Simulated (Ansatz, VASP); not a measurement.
# MgAl18 in VASP and in Ansatz

```
Al Mg
1.0
     5.72757    0.00000    0.00000
     4.29567    7.44032    0.00000
     0.00000    0.00000   17.67654
Al Mg
18 1
Cartesian
  1.4319 0.8267 1.0000
  4.2957 0.8267 1.0000
  2.8638 3.3068 1.0000
  5.7276 3.3068 1.0000
  4.2957 5.7869 1.0000
  7.1595 5.7869 1.0000
  0.0006 1.6430 3.3603
  2.8640 1.6527 3.3484
  1.4270 4.1349 3.3535
  4.2995 4.1301 3.3412
  2.8672 6.6165 3.3676
  5.7246 6.6150 3.3714
  0.0016 -0.0106 5.7707
  2.8611 0.0756 5.6931
  1.4203 2.4920 5.7347
  4.3069 2.4657 5.7065
  2.8953 4.9212 5.6917
  5.6858 4.9242 5.6914
  7.1410 5.8346 8.0161
```

Alike in both runs: functional PBE; k mesh 3 × 2 × 1; occupations fermi-dirac, width 0.15 eV; no spin polarisation.

Ansatz relaxed the structure, and its values are those at the end. VASP's run is a single point on that final structure, the one shown.

|  | VASP | Ansatz |
| --- | --- | --- |
| version | VASP 6.6.1 | Ansatz 0.2.0 |
| potentials or method | VASP PAW PBE potentials, release 64 (Al, Mg) | scalar-relativistic, plane waves, PAW |
| plane-wave cutoff (eV) | 520 | 420 |
| valence electrons in the cell | 56 | 64 |

```tsv
	VASP	Ansatz	Ansatz less VASP
rms of the force components (eV/Å)	0.014	0.014	-0.0001
```

With one functional, cell and mesh, what is left measures potentials, basis and numerics. The two sets of potentials don't hold the same shells in valence.

Caveats: the k mesh is coarse (spacing up to 0.42 Å⁻¹), so the values aren't converged.
